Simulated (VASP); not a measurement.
An input for Ansatz (written as the equivalent of a VASP run, and not itself run):

Ansatz 0.2 input:
```yaml
crystal:
  lattice:
    - [0.0000000, 2.0624650, 2.0624650]
    - [2.0624650, 0.0000000, 2.0624650]
    - [2.0624650, 2.0624650, 0.0000000]
  atoms:
    - { symbol: V, position: [0.0000000, 0.0000000, 0.0000000] }
    - { symbol: N, position: [0.5000000, 0.5000000, 0.5000000] }
kpoints:
  mp_grid: { grid: [9, 9, 9] }
hamiltonian:
  xc: pbe
  pseudopotentials: { kind: paw }
  hubbard:
    sites:
      - { species: V, l: d, u_eff: 4 }
scf:
  occupations: { method: methfessel_paxton, width: 0.05 }
  max_iter: 100
output: { forces: true, stress: true, eigenvalues: true }
```

Question: Translate this input to VASP (INCAR, KPOINTS, POSCAR, choice of POTCAR).

Answer: One answer among several that fit: 
**KPOINTS**
```
Regular mesh
0
Gamma
 9 9 9
```

### INCAR
```
# general
SYSTEM    =  VN
PREC      =  Accurate
ENCUT     =  400
LREAL     =  .FALSE.
LASPH     =  .TRUE.

# electronic loop
EDIFF     =  1E-6
NELM      =  100
ALGO      =  Normal
LMAXMIX   =  4

# smearing
ISMEAR    =  1
SIGMA     =  0.05

# functional
GGA       =  PE

# DFT+U
LDAU      =  .TRUE.
LDAUTYPE  =  2
LDAUL     =  2 -1
LDAUU     =  4.0 0
LDAUJ     =  0 0

# ions
ISIF      =  2

# output
LWAVE     =  .FALSE.
LCHARG    =  .FALSE.
```

**POSCAR**
```
VN
1
    0.0000000000     2.0624650000     2.0624650000
    2.0624650000     0.0000000000     2.0624650000
    2.0624650000     2.0624650000     0.0000000000
V N
1 1
Direct
  0.0000000000   0.0000000000   0.0000000000
  0.5000000000   0.5000000000   0.5000000000
```

POTCAR, in this order: V_sv N (PBE.64 set). Program: vasp_std.

The two are equivalent in intent, not identical: each code has its own PAW files, so the cut-off isn't converted (ENCUT is set for VASP's; basis.ecutwfc is left out, and Ansatz then takes the one that its files recommend); Ansatz stops its SCF on the density residual and VASP on the energy change (EDIFF); the +U projectors differ, so the same U acts differently.

The structure comes from a computed database's VN entry; how it stands against other phases isn't given here. The cell was not relaxed at this level. The run is one of a series of settings (LDAU = .TRUE., LDAUJ = 0 0, LDAUL = 2 -1, LDAUTYPE = 2, LDAUU = 4.0 0 against the base run), some of them coarse on purpose.
